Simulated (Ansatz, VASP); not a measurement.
**One calculation of SrHfN2, two programs**

File INCAR:

```
SYSTEM = SrHfN2
  PREC = Accurate
  ENCUT = 520
  EDIFF = 1E-7
  ISMEAR = 0
  SIGMA = 0.01
  LREAL = .False.
  LASPH = .True.
  NELM = 100
  ALGO = Normal
  ISIF = 2
  LWAVE = .False.
  LCHARG = .False.
  GGA = CA
  NBANDS = 23
```

KPOINTS

```
Automatic mesh
0
Gamma
  7 7 7
  0 0 0
```

POSCAR

```
SrHfN2
1.0
    6.2310740000      0.0000000000      0.0000000000
    5.3269271661      3.2326661072      0.0000000000
    5.3269271661      1.4898922969      2.8688588505
Sr Hf N
1 1 2
Direct
    0.0000000000      0.0000000000      0.0000000000
    0.5000000000      0.5000000000      0.5000000000
    0.2326320000      0.2326320000      0.2326320000
    0.7673680000      0.7673680000      0.7673680000
```

Input for Ansatz:

```yaml
crystal:
  lattice:
    - [6.231074, 0.0, 0.0]
    - [5.326927166109698, 3.2326661071688942, 0.0]
    - [5.326927166109698, 1.4898922969252646, 2.868858850484152]
  atoms:
    - { symbol: Sr, position: [0.0, 0.0, 0.0] }
    - { symbol: Hf, position: [0.5000000000000001, 0.49999999999999994, 0.5] }
    - { symbol: "N", position: [0.232632, 0.23263200000000003, 0.232632] }
    - { symbol: "N", position: [0.7673679999999997, 0.7673680000000003, 0.767368] }
kpoints:
  mp_grid:
    grid: [7, 7, 7]
hamiltonian:
  xc: lda
  pseudopotentials:
    kind: paw
scf:
  max_iter: 75
  occupations:
    method: fixed
output:
  forces: true
  stress: true
  eigenvalues: true
```

The cell comes from a database or a generator and needn't be the stable form of this composition.

Alike in both runs: task single point; functional LDA; k mesh 7 × 7 × 7; no spin polarisation.

|  | VASP | Ansatz |
| --- | --- | --- |
| version | VASP 6.6.1 | Ansatz 0.2.0 |
| potentials or method | VASP PAW LDA potentials, release 64 (Sr_sv, Hf_pv, N) | plane waves, PAW |
| plane-wave cutoff (eV) | 520 | 420 |
| occupations | gaussian, width 0.01 eV | fixed |
| valence electrons in the cell | 30 | 46 |

```csv
,VASP,Ansatz,Ansatz less VASP
gap on the k mesh at the Fermi level (eV),0.29,0.29,-0.001
pressure (GPa),-9.4,-9.3,+0.12
largest component of the traceless stress (GPa),0.08,0.04,-0.036
rms of the force components (eV/Å),0.096,0.051,-0.0448
```

Atom by atom the forces differ by 0.045 eV/Å (rms over components). The two sets of potentials don't hold the same shells in valence.

Caveats: spin-orbit coupling is left out, which moves the levels of the heavy elements; an odd mesh through Γ misses points on the zone boundary, where band edges often lie. A hybrid or GW would open this gap; LDA tends to underestimate it.
